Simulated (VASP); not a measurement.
A run of VASP 6.6.1:

Contents of INCAR:

```
SYSTEM = MgSn2N2
PREC = Normal
ENCUT = 520
EDIFF = 1E-4
ISMEAR = 0
SIGMA = 0.15
LREAL = .FALSE.
LASPH = .TRUE.
NELM = 60
ALGO = Fast
ISIF = 3
LWAVE = .FALSE.
LCHARG = .FALSE.
GGA = PE
IBRION = 2
NSW = 24
EDIFFG = -0.08
```

KPOINTS

```
Automatic mesh
0
G
  5 5 2
  0 0 0
```

POSCAR

```
MgSn2N2
1.0
    3.5000000000      0.0000000000      0.0000000000
   -1.7500000000      3.0310889100      0.0000000000
    0.0000000000      0.0000000000      8.4000000000
Mg Sn N
1 2 2
Direct
    0.0000000000      0.0000000000      0.0000000000
    0.6666666700      0.3333333300      0.2300000000
    0.3333333300      0.6666666700      0.7700000000
    0.3333333300      0.6666666700      0.1200000000
    0.6666666700      0.3333333300      0.8800000000
```

Potentials or basis: VASP PAW PBE potentials, release 64 (Mg, Sn_d, N).

The run is started by

```sh
$ cat potpaw_PBE.64/Mg/POTCAR potpaw_PBE.64/Sn_d/POTCAR potpaw_PBE.64/N/POTCAR > POTCAR
$ mpirun -np 1 vasp_std > vasp.out
```

Hardware: 1 thread of Intel(R) Xeon(R) 6975P-C (Granite Rapids), with other jobs on the host.

Problem. How long does it take, and how much memory?

Solution. It took 69 s on 1 thread of Intel(R) Xeon(R) 6975P-C (Granite Rapids), on a shared host, peak memory 0.16 GiB. Counts: scf iterations 104, k points 10, ion steps 15.
